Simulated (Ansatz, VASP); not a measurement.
# Cross-check of Sc between VASP and Ansatz, part 2 of 2

Aim: how closely do two programs agree when they are given the same cell, functional and k mesh? The structure shown is the end of the Ansatz relaxation below.

VASP 6.6.1 and Ansatz 0.2.0.

So far. Step 3 (VASP: single point, PBEsol, pair 1): The run ends at a pressure of 7.16 GPa.

**6. VASP: single point, PBEsol, pair 2 (continued)**

Level of this step: PBEsol; plane waves and PAW (Sc_sv) (VASP).

Numbers of over 12 decimals in the logs are rounded to 6 here.

From OUTCAR (step 6):

```text
  Total        1.4829503      1.4829503      1.4863478      0.0000000     -0.0000000      0.0000000
  in kB       54.6376315     54.6376315     54.7628098      0.0000000     -0.0000000      0.0000000
  external PRESSURE =      54.6793576 kB  Pullay stress =       0.0000000 kB

 POSITION                                       TOTAL-FORCE (eV/Angst)
 -----------------------------------------------------------------------------------
     -0.00000      1.84290      1.23205         0.000000     -0.000000      0.000000
      1.59600      0.92145      3.69615         0.000000      0.000000      0.000000
 -----------------------------------------------------------------------------------
    total drift:                               -0.000000      0.000000     -0.000000

  FREE ENERGIE OF THE ION-ELECTRON SYSTEM (eV)
  ---------------------------------------------------
  free  energy   TOTEN  =       -13.1482363114 eV

  energy  without entropy=      -13.1470249487  energy(sigma->0) =      -13.14783252

[... 1 part as in an earlier step ...]

[... 2 further parts left out ...]
[key lines of the parts left out:]
E-fermi :   4.3292
```

The run ends at a pressure of 5.47 GPa.

**7. Differences**

The two programs side by side:

| quantity | Ansatz | VASP | difference |
| --- | --- | --- | --- |
| pressure (GPa) | 5.47 | 5.47 | 0.00 |

**8. Ansatz: relaxation, PBEsol**

This run makes the geometry at which the two programs are then compared. The cell compared in this pair holds 44.43 Å³, against 43.49 Å³ for the pair before.

The structure compared here is the end of the Ansatz relaxation.

The input, input.yaml:

```yaml
crystal:
  lattice:
    - [3.2127283999, 0.0, 0.0]
    - [-1.6063642, 2.7823044098, 0.0]
    - [0.0, 0.0, 4.9705755449]
  atoms:
    - { symbol: Sc, position: [0.3333333333, 0.6666666667, 0.25] }
    - { symbol: Sc, position: [0.6666666667, 0.3333333333, 0.75] }
kpoints:
  mp_grid: { grid: [15, 15, 8] }
hamiltonian:
  xc: pbesol
  pseudopotentials: { kind: paw, azcp: { folder: soft_1 }, xc_functional: pbe }
scf:
  occupations: { method: methfessel_paxton, width: 0.2 }
output:
  forces: true
  stress: true
  eigenvalues: true
relax:
  adjacent_minimum: "off"
  f_tol: 0.001
  max_steps: 60
  cell: { stress_tol: 0.01, fix: [volume] }
```

Started as:

```sh
ansatz run input.yaml --threads 4 --pin off --max-ram 10240MiB --backend cpu --events-out ev --progress --plain --runs-dir out
```

Output:

```text
[...]
Crystal: 2 atoms, lattice volume = 44.431 Å³
Basis set: ecut = 420 eV, 881 PW (Γ), exchange–correlation on 48×48×72 points (8 copies of the dense FFT grid, shifted against one another)
Bands: 15, of which v1, the nominal top of the filled ones, is band 11 counted from 1 (10 counted from 0)
Symmetry: 24 space group operations
[...]
k-points: 135 of 1800
[...]
k-point 134: bands = [... 7 lower, -17.2004, 9.7664, 9.7664, 10.0626, 10.0626, 10.6000, 10.6000, 12.8747]
--- Relaxed structure (2 steps of the walk, 2 accepted, 1 SCFs on fresh bases) ---
[...]
cell:  # Å, volume = 44.4309 Å³
    - [3.213818, 2.8877218643711056e-11, 0.0]
    - [-1.606909, 2.783248, 0.0]
    - [0.0, 0.0, 4.967206]
  atoms:
    - { symbol: Sc, position: [0.333333, 0.666667, 0.25] }
    - { symbol: Sc, position: [0.666667, 0.333333, 0.75] }
[key lines of the parts left out:]
SCF converged after 4 iterations
Free energy (F): -4222.710051 eV
Fermi energy:    10.233697 eV
P = ⅓ Tr σ = 3.9173 GPa (39.173 kbar)
```

**9. VASP: single point, PBEsol, pair 3**

The same cell, functional, mesh and smearing now go to VASP, with its own data sets.

The input, INCAR:

```
SYSTEM = Sc
PREC = Accurate
ENCUT = 500
EDIFF = 1E-06
NELM = 120
ISMEAR = 1
SIGMA = 0.2
LREAL = .FALSE.
ALGO = Normal
GGA = PS
NBANDS = 17
LASPH = .TRUE.
LORBIT = 11
LWAVE = .FALSE.
LCHARG = .FALSE.
ISIF = 2
GGA_COMPAT = .FALSE.
KPAR = 2
```

The input, POSCAR:

```
Sc
1.0
    3.2138179434      0.0000000000      0.0000000000
   -1.6069089717      2.7832479821      0.0000000000
    0.0000000000      0.0000000000      4.9672058829
Sc
2
Direct
    0.3333333333      0.6666666667      0.2500000000
    0.6666666667      0.3333333333      0.7500000000
```

The input, KPOINTS:

```
Automatic mesh
0
Gamma
15 15 8
0 0 0
```

Potentials, in the order of the species: Sc_sv (PBE family, release 64).

Started as:

```sh
mpirun -np 2 vasp_std
```

Output:

```text
[... set-up lines as in an earlier step ...]
 entering main loop
       N       E                     dE             d eps       ncg     rms          rms(c)
DAV:   1     0.350407787205E+03    0.35041E+03   -0.10968E+04  4606   0.137E+03
DAV:   2     0.498456480119E+01   -0.34542E+03   -0.33924E+03  5766   0.572E+02
DAV:   3    -0.141658133882E+02   -0.19150E+02   -0.18394E+02  7451   0.161E+02
DAV:   4    -0.145467529529E+02   -0.38094E+00   -0.37869E+00  6580   0.204E+01
[...]
DAV:  11    -0.131764954779E+02    0.25052E-05   -0.16291E-06  4906   0.173E-02    0.150E-03
DAV:  12    -0.131764965741E+02   -0.10962E-05   -0.29581E-07  3683   0.105E-02    0.805E-04
DAV:  13    -0.131764963732E+02    0.20095E-06   -0.94860E-08  3265   0.556E-03
   1 F= -.13176496E+02 E0= -.13175847E+02  d E =-.194796E-02
```

OUTCAR, selected parts (step 9):

```text
  Total        1.0881996      1.0881996      1.0885598      0.0000000      0.0000000      0.0000000
  in kB       39.2404344     39.2404344     39.2534245      0.0000000      0.0000000      0.0000000
  external PRESSURE =      39.2447644 kB  Pullay stress =       0.0000000 kB

 POSITION                                       TOTAL-FORCE (eV/Angst)
 -----------------------------------------------------------------------------------
     -0.00000      1.85550      1.24180        -0.000000     -0.000000      0.000000
      1.60691      0.92775      3.72540         0.000000      0.000000      0.000000
 -----------------------------------------------------------------------------------
    total drift:                                0.000000     -0.000000      0.000000

  FREE ENERGIE OF THE ION-ELECTRON SYSTEM (eV)
  ---------------------------------------------------
  free  energy   TOTEN  =       -13.1764963732 eV

  energy  without entropy=      -13.1745484114  energy(sigma->0) =      -13.17584705

[... 1 part as in an earlier step ...]

[... 2 further parts left out ...]
[key lines of the parts left out:]
E-fermi :   4.1945
```

The run ends at a pressure of 3.92 GPa.

**10. Differences**

The two programs side by side:

```
      quantity  Ansatz  VASP  difference
pressure (GPa)    3.92  3.92       -0.01
```

**11. What came out**

```json
{
  "difference in pressure (single point, PBEsol, pair 1)": "-0.0049 GPa",
  "difference in pressure (single point, PBEsol, pair 2)": "-0.0012 GPa",
  "difference in pressure (single point, PBEsol, pair 3)": "-0.0072 GPa"
}
```

The difference in pressure is -0.0072 GPa (single point, PBEsol, pair 3), within the 1 GPa picked in this series as the mark of a large difference. 1 further run of this series is not shown here. How closely two codes agree says nothing of how well the functional describes the real material.

[Lines on the potential files, build, host, timing and source positions are cut from VASP's logs without a mark.]

[Logs are printed without paths, hosts, clocks, repeated set-up lines and the standing remarks that a program may print on its own settings, such as how far it seeks lower states.]

[Hosts, paths, dates, database ids (printed as entryN), source tags and the programs' standing remarks are cut or masked in the printed files.]
